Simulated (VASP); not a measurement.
Level of theory: LDA (Ceperley-Alder, Perdew-Zunger), VASP's LDA PAW potentials (set 64) (plane waves; VASP).

VASP ran on this input.

File KPOINTS:
```
Automatic mesh
0
Gamma
6 6 6
0 0 0
```

File POSCAR:
```
Rb(AsIr)2
1
   -2.0170050000     2.0170050000     7.0139940000
    2.0170050000    -2.0170050000     7.0139940000
    2.0170050000     2.0170050000    -7.0139940000
Rb As Ir
1 2 2
Direct
  0.0000000000   0.0000000000   0.0000000000
  0.3488000000   0.3488000000   0.0000000000
  0.6512000000   0.6512000000   0.0000000000
  0.7500000000   0.2500000000   0.5000000000
  0.2500000000   0.7500000000   0.5000000000
```

INCAR:
```
NSW = 50
LREAL = .FALSE.
ALGO = Normal   # blocked Davidson
ISIF = 3   # ions, shape and volume
ISMEAR = 0   # Gaussian
IBRION = 2   # conjugate gradients
LMAXMIX = 6
PREC = Accurate
SIGMA = 0.272   # width (eV)
LASPH = .TRUE.
ENCUT = 300   # plane-wave cut-off (eV)
SYSTEM = Rb(AsIr)2
LCHARG = .FALSE.
LWAVE = .FALSE.
EDIFFG = -0.01   # ionic stop
NELM = 100
EDIFF = 1E-6   # SCF stop (eV)
```

POTCAR, in this order: Rb_sv As Ir (LDA.64 set). Program: vasp_std.

The run wrote:

File OSZICAR:
```
...
DAV:   4    -0.346169204865E+02    0.32908E-01   -0.20110E-01  1716   0.234E+00    0.452E-01
DAV:   5    -0.346175183762E+02   -0.59789E-03   -0.12046E-02  1870   0.986E-01    0.262E-01
DAV:   6    -0.346176087021E+02   -0.90326E-04   -0.31096E-03  1978   0.424E-01    0.707E-02
DAV:   7    -0.346176267617E+02   -0.18060E-04   -0.30657E-04  1848   0.145E-01    0.353E-02
DAV:   8    -0.346176221837E+02    0.45779E-05   -0.45505E-05  1792   0.364E-02    0.530E-03
DAV:   9    -0.346176220195E+02    0.16427E-06   -0.55417E-06  1572   0.209E-02
   2 F= -.34617622E+02 E0= -.34594099E+02  d E =0.809522E-01
       N       E                     dE             d eps       ncg     rms          rms(c)
DAV:   1    -0.353238789011E+02   -0.70626E+00   -0.14955E+01  1450   0.404E+01    0.529E+00
DAV:   2    -0.348256604371E+02    0.49822E+00   -0.26506E+00  1842   0.165E+01    0.194E+00
DAV:   3    -0.347590326886E+02    0.66628E-01   -0.20389E-01  1734   0.404E+00    0.128E+00
DAV:   4    -0.347431380611E+02    0.15895E-01   -0.11750E-01  1700   0.162E+00    0.342E-01
DAV:   5    -0.347423501909E+02    0.78787E-03   -0.14011E-02  1806   0.111E+00    0.179E-01
DAV:   6    -0.347422682643E+02    0.81927E-04   -0.18348E-03  1840   0.409E-01    0.608E-02
DAV:   7    -0.347422778087E+02   -0.95444E-05   -0.15130E-04  1996   0.815E-02    0.211E-02
DAV:   8    -0.347422768932E+02    0.91542E-06   -0.13254E-05  1812   0.263E-02    0.409E-03
DAV:   9    -0.347422769578E+02   -0.64545E-07   -0.11393E-06   850   0.650E-03
   3 F= -.34742277E+02 E0= -.34716897E+02  d E =-.437028E-01
       N       E                     dE             d eps       ncg     rms          rms(c)
DAV:   1    -0.347770081693E+02   -0.34731E-01   -0.86015E-01  1572   0.784E+00    0.845E-01
DAV:   2    -0.347607838416E+02    0.16224E-01   -0.99574E-02  1700   0.309E+00    0.286E-01
DAV:   3    -0.347588292054E+02    0.19546E-02   -0.51763E-03  1696   0.610E-01    0.144E-01
DAV:   4    -0.347583902109E+02    0.43899E-03   -0.37664E-03  1656   0.289E-01    0.675E-02
DAV:   5    -0.347583999425E+02   -0.97317E-05   -0.29308E-04  1872   0.158E-01    0.499E-02
DAV:   6    -0.347584055085E+02   -0.55659E-05   -0.67913E-05  2064   0.755E-02    0.982E-03
DAV:   7    -0.347584050000E+02    0.50851E-06   -0.75209E-06  1682   0.264E-02
   4 F= -.34758405E+02 E0= -.34732909E+02  d E =-.161280E-01
       N       E                     dE             d eps       ncg     rms          rms(c)
DAV:   1    -0.347933813145E+02   -0.34976E-01   -0.12941E+00  1572   0.964E+00    0.105E+00
DAV:   2    -0.347690361094E+02    0.24345E-01   -0.14925E-01  1720   0.380E+00    0.353E-01
DAV:   3    -0.347660259571E+02    0.30102E-02   -0.79215E-03  1690   0.771E-01    0.177E-01
DAV:   4    -0.347653611451E+02    0.66481E-03   -0.56543E-03  1680   0.361E-01    0.836E-02
DAV:   5    -0.347653811894E+02   -0.20044E-04   -0.41657E-04  1844   0.187E-01    0.603E-02
DAV:   6    -0.347653874064E+02   -0.62170E-05   -0.98317E-05  2086   0.899E-02    0.112E-02
DAV:   7    -0.347653870091E+02    0.39727E-06   -0.98040E-06  1798   0.290E-02
   5 F= -.34765387E+02 E0= -.34739593E+02  d E =-.231101E-01
       N       E                     dE             d eps       ncg     rms          rms(c)
DAV:   1    -0.348145286224E+02   -0.49141E-01   -0.15014E+00  1380   0.938E+00    0.963E-01
DAV:   2    -0.347777359666E+02    0.36793E-01   -0.14137E-01  1656   0.387E+00    0.458E-01
DAV:   3    -0.347743016622E+02    0.34343E-02   -0.85937E-03  1570   0.826E-01    0.199E-01
DAV:   4    -0.347730496687E+02    0.12520E-02   -0.64258E-03  1692   0.474E-01    0.735E-02
DAV:   5    -0.347729842733E+02    0.65395E-04   -0.66146E-04  2074   0.227E-01    0.424E-02
DAV:   6    -0.347729849403E+02   -0.66699E-06   -0.79371E-05  1404   0.494E-02    0.173E-02
DAV:   7    -0.347729816289E+02    0.33114E-05   -0.10169E-05  1648   0.258E-02    0.476E-03
DAV:   8    -0.347729812939E+02    0.33508E-06   -0.41908E-06  1124   0.170E-02
   6 F= -.34772981E+02 E0= -.34747248E+02  d E =-.759428E-02
       N       E                     dE             d eps       ncg     rms          rms(c)
DAV:   1    -0.348470287083E+02   -0.74047E-01   -0.25450E+00  1380   0.122E+01    0.126E+00
DAV:   2    -0.347852213868E+02    0.61807E-01   -0.23743E-01  1636   0.500E+00    0.592E-01
DAV:   3    -0.347794228619E+02    0.57985E-02   -0.14516E-02  1550   0.106E+00    0.258E-01
DAV:   4    -0.347773309838E+02    0.20919E-02   -0.10708E-02  1664   0.615E-01    0.951E-02
DAV:   5    -0.347772229400E+02    0.10804E-03   -0.11319E-03  2060   0.294E-01    0.553E-02
DAV:   6    -0.347772260374E+02   -0.30974E-05   -0.14407E-04  1410   0.666E-02    0.222E-02
DAV:   7    -0.347772189667E+02    0.70707E-05   -0.20973E-05  1802   0.372E-02    0.630E-03
DAV:   8    -0.347772184620E+02    0.50471E-06   -0.71723E-06  1470   0.204E-02
   7 F= -.34777218E+02 E0= -.34751501E+02  d E =-.118315E-01
       N       E                     dE             d eps       ncg     rms          rms(c)
DAV:   1    -0.347794432068E+02   -0.22242E-02   -0.78240E-02  1362   0.215E+00    0.221E-01
DAV:   2    -0.347775439666E+02    0.18992E-02   -0.75085E-03  1640   0.886E-01    0.103E-01
DAV:   3    -0.347773634206E+02    0.18055E-03   -0.45003E-04  1536   0.185E-01    0.455E-02
DAV:   4    -0.347772975623E+02    0.65858E-04   -0.34092E-04  1642   0.109E-01    0.168E-02
DAV:   5    -0.347772941346E+02    0.34276E-05   -0.35384E-05  2030   0.520E-02    0.967E-03
DAV:   6    -0.347772941782E+02   -0.43569E-07   -0.39972E-06  1344   0.113E-02
   8 F= -.34777294E+02 E0= -.34751576E+02  d E =-.119072E-01
       N       E                     dE             d eps       ncg     rms          rms(c)
DAV:   1    -0.347843960795E+02   -0.71019E-02   -0.32431E-01  1320   0.555E+00    0.801E-01
DAV:   2    -0.347771098140E+02    0.72863E-02   -0.28420E-02  1776   0.174E+00    0.257E-01
DAV:   3    -0.347757858549E+02    0.13240E-02   -0.34047E-03  1730   0.450E-01    0.154E-01
DAV:   4    -0.347755131967E+02    0.27266E-03   -0.16067E-03  1880   0.256E-01    0.369E-02
DAV:   5    -0.347755140468E+02   -0.85015E-06   -0.94820E-05  1684   0.718E-02    0.190E-02
DAV:   6    -0.347755141545E+02   -0.10763E-06   -0.18123E-05  1758   0.354E-02    0.578E-03
DAV:   7    -0.347755142125E+02   -0.58039E-07   -0.12913E-06   910   0.972E-03
   9 F= -.34775514E+02 E0= -.34749467E+02  d E =0.177997E-02
       N       E                     dE             d eps       ncg     rms          rms(c)
DAV:   1    -0.347826628681E+02   -0.71487E-02   -0.19033E-01  1320   0.425E+00    0.630E-01
DAV:   2    -0.347784021377E+02    0.42607E-02   -0.16364E-02  1768   0.132E+00    0.189E-01
DAV:   3    -0.347776327223E+02    0.76942E-03   -0.19391E-03  1706   0.337E-01    0.112E-01
DAV:   4    -0.347774772851E+02    0.15544E-03   -0.89804E-04  1874   0.192E-01    0.280E-02
DAV:   5    -0.347774783450E+02   -0.10599E-05   -0.50796E-05  1714   0.532E-02    0.142E-02
DAV:   6    -0.347774783341E+02    0.10864E-07   -0.10703E-05  1780   0.264E-02    0.440E-03
DAV:   7    -0.347774783596E+02   -0.25432E-07   -0.70214E-07   722   0.738E-03
  10 F= -.34777478E+02 E0= -.34751683E+02  d E =-.184181E-03
       N       E                     dE             d eps       ncg     rms          rms(c)
DAV:   1    -0.347774785615E+02   -0.22735E-06   -0.74918E-06  1320   0.277E-02    0.447E-03
DAV:   2    -0.347774783895E+02    0.17197E-06   -0.46195E-07   660   0.765E-03
  11 F= -.34777478E+02 E0= -.34751684E+02  d E =-.184211E-03
       N       E                     dE             d eps       ncg     rms          rms(c)
DAV:   1    -0.347774784271E+02    0.13435E-06   -0.62481E-06  1320   0.267E-02    0.450E-03
DAV:   2    -0.347774782280E+02    0.19916E-06   -0.46497E-07   660   0.788E-03
  12 F= -.34777478E+02 E0= -.34751685E+02  d E =-.184050E-03
```

### OUTCAR
```
------------------------ aborting loop because EDIFF is reached ----------------------------------------
  FORCE on cell =-STRESS in cart. coord.  units (eV):
  Direction    XX          YY          ZZ          XY          YZ          ZX
  --------------------------------------------------------------------------------------
  Total        0.0131800      0.0131800     -0.0033006      0.0000000      0.0000000      0.0000000
  in kB        0.1975894      0.1975894     -0.0494815      0.0000000      0.0000000      0.0000000
  external PRESSURE =       0.1152324 kB  Pullay stress =       0.0000000 kB
  volume of cell :      106.87
      direct lattice vectors                 reciprocal lattice vectors
    -1.990989475  1.990989475  6.740048959     0.000000000  0.251131413  0.074183437
     1.990989475 -1.990989475  6.740048959     0.251131413  0.000000000  0.074183437
     1.990989475  1.990989475 -6.740048959     0.251131413  0.251131413  0.000000000
 POSITION                                       TOTAL-FORCE (eV/Angst)
 -----------------------------------------------------------------------------------
      0.00000      0.00000      0.00000         0.000000      0.000000     -0.000000
      0.00000      0.00000      4.76664        -0.000000     -0.000000     -0.009531
      0.00000      0.00000      8.71345         0.000000      0.000000      0.009531
      0.00000      1.99099      3.37002         0.000000      0.000000      0.000000
      1.99099      0.00000      3.37002         0.000000      0.000000      0.000000
 -----------------------------------------------------------------------------------
    total drift:                                0.000000     -0.000000      0.000000
  FREE ENERGIE OF THE ION-ELECTRON SYSTEM (eV)
  ---------------------------------------------------
  free  energy   TOTEN  =       -34.7774782280 eV

  energy  without entropy=      -34.7258927384  energy(sigma->0) =      -34.75168548

 reached required accuracy - stopping structural energy minimisation
```
(Selected blocks of OUTCAR.)

**CONTCAR**
```
Rb(AsIr)2
   1.00000000000000
    -1.9909894745500867    1.9909894745500867    6.7400489586070718
     1.9909894745500867   -1.9909894745500867    6.7400489586070718
     1.9909894745500867    1.9909894745500867   -6.7400489586070718
  Rb              As              Ir
     1     2     2
Direct
     0.0000000000000000    0.0000000000000000    0.0000000000000000
     0.3536060238268498    0.3536060238268498    0.0000000000000000
     0.6463939761731503    0.6463939761731503    0.0000000000000000
     0.7500000000000000    0.2500000000000000    0.5000000000000000
     0.2500000000000000    0.7500000000000000    0.5000000000000000
```

### OUTCAR
```
 val. band max:        5.4988659192   @ k =  -0.3333   0.3333   0.1667

 cond. band min:       5.6429355472   @ k =   0.5000   0.1667  -0.0000


 Fermi energy:         5.5424575905

 k-point     1 :       0.0000    0.0000    0.0000
  band No.  band energies     occupation
      1     -22.0609      2.00000
      2      -8.0411      2.00000
      3      -7.1322      2.00000
      4      -6.1365      2.00000
      5      -6.1365      2.00000
      6      -5.7980      2.00000
      7      -1.2578      2.00000
      8      -0.3561      2.00000
      9      -0.2690      2.00000
     10      -0.2690      2.00000
     11      -0.2168      2.00000
     12       1.9148      2.00000
     13       1.9148      2.00000
     14       3.1255      2.00000
     15       3.3778      2.00000
     16       4.6583      2.00000
     17       5.0077      1.99457
     18       5.0077      1.99457
     19       6.3115      0.00006
     20       6.9880      0.00000
     21       7.1456      0.00000
     22       7.8236      0.00000

 k-point     2 :       0.1667    0.0000   -0.0000
  band No.  band energies     occupation
      1     -22.0523      2.00000
      2      -7.9005      2.00000
      3      -7.0216      2.00000
      4      -6.2196      2.00000
      5      -6.1194      2.00000
      6      -5.8592      2.00000
      7      -0.9962      2.00000
      8      -0.3995      2.00000
      9      -0.3428      2.00000
     10      -0.1875      2.00000
     11       0.2055      2.00000
     12       1.5229      2.00000
     13       1.6859      2.00000
     14       3.1093      2.00000
     15       3.4594      2.00000
     16       4.2471      2.00000
     17       4.2806      2.00000
     18       4.4550      2.00000
     19       6.5258      0.00000
     20       6.6165      0.00000
     21       7.2646      0.00000
     22       7.8795      0.00000

 k-point     3 :       0.3333    0.0000   -0.0000
  band No.  band energies     occupation
      1     -22.0350      2.00000
...
```

At this cut-off the stress carries a Pulay error, which pulls relaxed volumes low. Energy and stress use the plane-wave basis of the starting cell. Unless said otherwise, spin-orbit coupling is left out, though it shifts the bands of the heavy elements here.

The structure comes from a computed database's Ir2RbAs2 entry (I4/mmm); how it stands against other phases isn't given here. This run relaxes it. Symmetry was kept, so distortions that lower it aren't found. The k-mesh is coarse (spacing up to 0.37 per Å, 2π included), so the numbers may not be converged in it. The run is one of a series of settings (EDIFFG = -0.01, IBRION = 2, ISIF = 3, NSW = 50 against the base run), some of them coarse on purpose. The electron count is odd and the run is not spin-polarised, which forces a metal.
